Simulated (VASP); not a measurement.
Computed with r2SCAN meta-GGA, VASP's PBE PAW potentials (set 64) (plane waves; VASP).

VASP ran on this input.

**KPOINTS**
```
Automatic mesh
0
Gamma
5 5 4
0 0 0
```

**INCAR**
```
SYSTEM = PbO
PREC = Accurate; ENCUT = 520; LREAL = .FALSE.
LASPH = .TRUE.
EDIFF = 1E-6; NELM = 100; ALGO = Normal
LMAXMIX = 4; LMIXTAU = .TRUE.
ISMEAR = 0; SIGMA = 0.05
METAGGA = R2SCAN
IBRION = 2; NSW = 60; ISIF = 3
EDIFFG = -0.02
LWAVE = .FALSE.; LCHARG = .FALSE.
```

File POSCAR:
```
PbO
1.0
  3.9897209467   0.0000000000   0.0000000000
  0.0000000000   3.9897209467   0.0000000000
  0.0000000000   0.0000000000   5.0319030167
Pb O
2 2
Cartesian
  1.9948604733   0.0000000000   3.8458691357
  0.0000000000   1.9948604733   1.1860338810
  1.9948604733   1.9948604733   5.0319030167
  0.0000000000   0.0000000000   0.0000000000
```

POTCAR, in this order: Pb_d O (PBE.64 set). Program: vasp_std.

What VASP printed:

File OSZICAR:
```
...
   5 F= -.12951404E+03 E0= -.12951404E+03  d E =-.337012E-02
       N       E                     dE             d eps       ncg     rms          rms(c)
DAV:   1    -0.129534454327E+03   -0.20414E-01   -0.13462E+00  1312   0.121E+01    0.839E-01
DAV:   2    -0.129517774524E+03    0.16680E-01   -0.64004E-02  1088   0.266E+00    0.333E-01
DAV:   3    -0.129514371796E+03    0.34027E-02   -0.93156E-03  1008   0.158E+00    0.148E-01
DAV:   4    -0.129513911012E+03    0.46078E-03   -0.51833E-03   984   0.951E-01    0.501E-02
DAV:   5    -0.129513821272E+03    0.89740E-04   -0.37271E-03   936   0.577E-01    0.174E-02
DAV:   6    -0.129515605584E+03   -0.17843E-02   -0.73967E-04   864   0.252E-01    0.113E-02
DAV:   7    -0.129515616839E+03   -0.11255E-04   -0.16620E-04  1032   0.135E-01    0.492E-03
DAV:   8    -0.129515632879E+03   -0.16040E-04   -0.37085E-05   904   0.575E-02    0.435E-03
DAV:   9    -0.129515659101E+03   -0.26221E-04   -0.11822E-05   944   0.355E-02    0.790E-04
DAV:  10    -0.129515663206E+03   -0.41058E-05   -0.22371E-06   704   0.147E-02    0.336E-04
DAV:  11    -0.129515663318E+03   -0.11156E-06   -0.34797E-07   528   0.648E-03
   6 F= -.12951566E+03 E0= -.12951566E+03  d E =-.162285E-02
       N       E                     dE             d eps       ncg     rms          rms(c)
DAV:   1    -0.129597267376E+03   -0.81604E-01   -0.58229E+00  1320   0.253E+01    0.172E+00
DAV:   2    -0.129527174126E+03    0.70093E-01   -0.27093E-01  1072   0.542E+00    0.682E-01
DAV:   3    -0.129510634535E+03    0.16540E-01   -0.39199E-02  1016   0.326E+00    0.304E-01
DAV:   4    -0.129509412740E+03    0.12218E-02   -0.22493E-02  1000   0.200E+00    0.102E-01
DAV:   5    -0.129507648972E+03    0.17638E-02   -0.16121E-02   944   0.122E+00    0.366E-02
DAV:   6    -0.129517512234E+03   -0.98633E-02   -0.35842E-03   872   0.579E-01    0.246E-02
DAV:   7    -0.129517630269E+03   -0.11803E-03   -0.76393E-04  1016   0.284E-01    0.100E-02
DAV:   8    -0.129517671959E+03   -0.41690E-04   -0.15833E-04   936   0.119E-01    0.897E-03
DAV:   9    -0.129517797238E+03   -0.12528E-03   -0.49364E-05   928   0.706E-02    0.214E-03
DAV:  10    -0.129517808589E+03   -0.11352E-04   -0.88242E-06   936   0.286E-02    0.663E-04
DAV:  11    -0.129517809451E+03   -0.86216E-06   -0.14892E-06   712   0.101E-02
   7 F= -.12951781E+03 E0= -.12951781E+03  d E =-.376899E-02
       N       E                     dE             d eps       ncg     rms          rms(c)
DAV:   1    -0.129820680166E+03   -0.30287E+00   -0.23294E+01  1320   0.515E+01    0.335E+00
DAV:   2    -0.129556799435E+03    0.26388E+00   -0.10201E+00  1048   0.106E+01    0.133E+00
DAV:   3    -0.129488586072E+03    0.68213E-01   -0.14369E-01  1024   0.632E+00    0.585E-01
DAV:   4    -0.129481902277E+03    0.66838E-02   -0.80750E-02  1008   0.381E+00    0.198E-01
DAV:   5    -0.129487744329E+03   -0.58421E-02   -0.60054E-02   968   0.233E+00    0.723E-02
DAV:   6    -0.129515771635E+03   -0.28027E-01   -0.14247E-02   864   0.111E+00    0.517E-02
DAV:   7    -0.129516937525E+03   -0.11659E-02   -0.29307E-03  1040   0.555E-01    0.187E-02
DAV:   8    -0.129516670441E+03    0.26708E-03   -0.68656E-04   976   0.264E-01    0.177E-02
DAV:   9    -0.129517504581E+03   -0.83414E-03   -0.25364E-04   896   0.159E-01    0.645E-03
DAV:  10    -0.129517523261E+03   -0.18679E-04   -0.37115E-05  1168   0.605E-02    0.180E-03
DAV:  11    -0.129517530367E+03   -0.71067E-05   -0.89091E-06   976   0.239E-02    0.321E-03
DAV:  12    -0.129517531360E+03   -0.99250E-06   -0.25571E-06   752   0.163E-02
   8 F= -.12951753E+03 E0= -.12951753E+03  d E =-.349089E-02
       N       E                     dE             d eps       ncg     rms          rms(c)
DAV:   1    -0.129622373750E+03   -0.10484E+00   -0.73376E+00  1288   0.265E+01    0.198E+00
DAV:   2    -0.129524833843E+03    0.97540E-01   -0.37056E-01  1104   0.610E+00    0.785E-01
DAV:   3    -0.129512002309E+03    0.12832E-01   -0.51868E-02  1016   0.360E+00    0.355E-01
DAV:   4    -0.129504800901E+03    0.72014E-02   -0.27377E-02   960   0.220E+00    0.116E-01
DAV:   5    -0.129507028478E+03   -0.22276E-02   -0.21229E-02   944   0.139E+00    0.401E-02
DAV:   6    -0.129518057324E+03   -0.11029E-01   -0.44762E-03   880   0.642E-01    0.259E-02
DAV:   7    -0.129518143793E+03   -0.86469E-04   -0.96681E-04  1080   0.319E-01    0.125E-02
DAV:   8    -0.129518256122E+03   -0.11233E-03   -0.20457E-04   952   0.137E-01    0.915E-03
DAV:   9    -0.129518396652E+03   -0.14053E-03   -0.78852E-05   952   0.934E-02    0.180E-03
DAV:  10    -0.129518438991E+03   -0.42339E-04   -0.15785E-05   880   0.377E-02    0.832E-04
DAV:  11    -0.129518439450E+03   -0.45953E-06   -0.16819E-06   784   0.116E-02
   9 F= -.12951844E+03 E0= -.12951844E+03  d E =-.439899E-02
       N       E                     dE             d eps       ncg     rms          rms(c)
DAV:   1    -0.129544463960E+03   -0.26025E-01   -0.12204E+00  1040   0.165E+01    0.104E+00
DAV:   2    -0.129521392365E+03    0.23072E-01   -0.10258E-01  1240   0.388E+00    0.372E-01
DAV:   3    -0.129517477929E+03    0.39144E-02   -0.10079E-02  1112   0.198E+00    0.149E-01
DAV:   4    -0.129516884535E+03    0.59339E-03   -0.36892E-03  1144   0.962E-01    0.504E-02
DAV:   5    -0.129515249603E+03    0.16349E-02   -0.23714E-03  1008   0.612E-01    0.137E-02
DAV:   6    -0.129517340915E+03   -0.20913E-02   -0.11319E-03  1008   0.358E-01    0.105E-02
DAV:   7    -0.129517466449E+03   -0.12553E-03   -0.93896E-05  1088   0.100E-01    0.615E-03
DAV:   8    -0.129517447522E+03    0.18927E-04   -0.28647E-05  1064   0.466E-02    0.495E-03
DAV:   9    -0.129517501309E+03   -0.53786E-04   -0.13784E-05  1056   0.413E-02    0.199E-03
DAV:  10    -0.129517503331E+03   -0.20217E-05   -0.12591E-06   784   0.147E-02    0.737E-04
DAV:  11    -0.129517503540E+03   -0.20935E-06   -0.85112E-07   576   0.110E-02
  10 F= -.12951750E+03 E0= -.12951750E+03  d E =0.935911E-03
       N       E                     dE             d eps       ncg     rms          rms(c)
DAV:   1    -0.129531301467E+03   -0.13798E-01   -0.57740E-01  1040   0.115E+01    0.709E-01
DAV:   2    -0.129520552976E+03    0.10748E-01   -0.47297E-02  1208   0.266E+00    0.254E-01
DAV:   3    -0.129518688811E+03    0.18642E-02   -0.48706E-03  1136   0.138E+00    0.103E-01
DAV:   4    -0.129518411394E+03    0.27742E-03   -0.17361E-03  1128   0.661E-01    0.349E-02
DAV:   5    -0.129517609114E+03    0.80228E-03   -0.10971E-03  1008   0.413E-01    0.906E-03
DAV:   6    -0.129518605380E+03   -0.99627E-03   -0.54500E-04  1008   0.250E-01    0.772E-03
DAV:   7    -0.129518670839E+03   -0.65459E-04   -0.44816E-05  1064   0.675E-02    0.433E-03
DAV:   8    -0.129518663653E+03    0.71864E-05   -0.14554E-05  1032   0.329E-02    0.345E-03
DAV:   9    -0.129518688870E+03   -0.25217E-04   -0.65055E-06   888   0.285E-02    0.152E-03
DAV:  10    -0.129518689339E+03   -0.46959E-06   -0.54729E-07   712   0.953E-03
  11 F= -.12951869E+03 E0= -.12951869E+03  d E =-.249889E-03
       N       E                     dE             d eps       ncg     rms          rms(c)
DAV:   1    -0.129519427379E+03   -0.73851E-03   -0.20780E-01   960   0.371E+00    0.234E-01
DAV:   2    -0.129519019193E+03    0.40819E-03   -0.93162E-03  1232   0.105E+00    0.140E-01
DAV:   3    -0.129518585342E+03    0.43385E-03   -0.15688E-03  1248   0.566E-01    0.199E-02
DAV:   4    -0.129518673117E+03   -0.87775E-04   -0.45647E-04   912   0.217E-01    0.116E-02
DAV:   5    -0.129518768894E+03   -0.95777E-04   -0.10703E-04   936   0.961E-02    0.556E-03
DAV:   6    -0.129518770943E+03   -0.20485E-05   -0.86045E-06  1032   0.280E-02    0.424E-03
DAV:   7    -0.129518772386E+03   -0.14432E-05   -0.28366E-06   712   0.166E-02    0.134E-03
DAV:   8    -0.129518773649E+03   -0.12634E-05   -0.24665E-06   736   0.172E-02    0.103E-03
DAV:   9    -0.129518774122E+03   -0.47279E-06   -0.37497E-07   472   0.744E-03
  12 F= -.12951877E+03 E0= -.12951877E+03  d E =-.847828E-04
```

### OUTCAR
```
------------------------ aborting loop because EDIFF is reached ----------------------------------------
  FORCE on cell =-STRESS in cart. coord.  units (eV):
  Direction    XX          YY          ZZ          XY          YZ          ZX
  --------------------------------------------------------------------------------------
  Total        0.0078552      0.0078552     -0.0418702      0.0000000      0.0000000      0.0000000
  in kB        0.1497527      0.1497527     -0.7982199      0.0000000      0.0000000      0.0000000
  external PRESSURE =      -0.1662382 kB  Pullay stress =       0.0000000 kB
  volume of cell :       84.04
      direct lattice vectors                 reciprocal lattice vectors
     3.996631150  0.000000000  0.000000000     0.250210731  0.000000000  0.000000000
     0.000000000  3.996631150  0.000000000     0.000000000  0.250210731  0.000000000
     0.000000000 -0.000000000  5.261445478     0.000000000 -0.000000000  0.190061838
 POSITION                                       TOTAL-FORCE (eV/Angst)
 -----------------------------------------------------------------------------------
      1.99832     -0.00000      4.07096        -0.000000     -0.000000      0.015165
      0.00000      1.99832      1.19049         0.000000      0.000000     -0.015165
      1.99832      1.99832      0.00000         0.000000     -0.000000      0.000000
      0.00000      0.00000      0.00000         0.000000      0.000000      0.000000
 -----------------------------------------------------------------------------------
    total drift:                                0.000000      0.000000      0.000000
  FREE ENERGIE OF THE ION-ELECTRON SYSTEM (eV)
  ---------------------------------------------------
  free  energy   TOTEN  =      -129.5187741222 eV

  energy  without entropy=     -129.5187741222  energy(sigma->0) =     -129.51877412

 reached required accuracy - stopping structural energy minimisation
```
(Selected blocks of OUTCAR.)

**CONTCAR**
```
PbO
   1.00000000000000
     3.9966311504722554    0.0000000000000000    0.0000000000000000
     0.0000000000000000    3.9966311504722554    0.0000000000000000
     0.0000000000000000   -0.0000000000000000    5.2614454783910745
  Pb              O
     2     2
Direct
     0.5000000000000000    0.0000000000000000    0.7737332794065231
     0.0000000000000000    0.5000000000000000    0.2262667205934768
     0.5000000000000000    0.5000000000000000    0.0000000000000000
     0.0000000000000000    0.0000000000000000    0.0000000000000000
```

**OUTCAR**
```
 val. band max:        4.3689687547   @ k =   0.0000   0.0000   0.0000

 cond. band min:       6.5625487232   @ k =   0.4000   0.4000   0.0000


 Fermi energy:         4.6343547072

 k-point     1 :       0.0000    0.0000    0.0000
  band No.  band energies     occupation
      1     -14.9501      2.00000
      2     -14.3520      2.00000
      3     -12.1282      2.00000
      4     -12.1282      2.00000
      5     -12.0732      2.00000
      6     -12.0615      2.00000
      7     -11.9784      2.00000
      8     -11.9272      2.00000
      9     -11.9272      2.00000
     10     -11.9168      2.00000
     11     -11.8961      2.00000
     12     -10.7181      2.00000
     13      -3.0246      2.00000
     14      -2.2171      2.00000
     15       0.0753      2.00000
     16       0.0753      2.00000
     17       2.6069      2.00000
     18       2.6551      2.00000
     19       2.6551      2.00000
     20       4.3690      2.00000
     21       6.9208      0.00000
     22       9.7342      0.00000
     23      10.5846      0.00000
     24      10.5846      0.00000

 k-point     2 :       0.2000    0.0000    0.0000
  band No.  band energies     occupation
      1     -14.8667      2.00000
      2     -14.3872      2.00000
      3     -12.1141      2.00000
      4     -12.1066      2.00000
      5     -12.0488      2.00000
      6     -12.0365      2.00000
      7     -11.9988      2.00000
      8     -11.9342      2.00000
      9     -11.9266      2.00000
     10     -11.9079      2.00000
     11     -11.8221      2.00000
     12     -10.8143      2.00000
     13      -3.1197      2.00000
     14      -2.2692      2.00000
     15       0.1907      2.00000
     16       0.3085      2.00000
     17       2.0084      2.00000
     18       2.3918      2.00000
     19       2.5015      2.00000
     20       4.2719      2.00000
     21       7.8361      0.00000
     22       8.7393      0.00000
     23      10.0680      0.00000
     24      10.4684      0.00000
...
```

Energy and stress use the plane-wave basis of the starting cell. Unless said otherwise, spin-orbit coupling is left out, though it shifts the bands of the heavy elements here.

The compound is PbO in the litharge structure. This run relaxes it. Symmetry was kept, so distortions that lower it aren't found. The start is the result of an earlier pass.
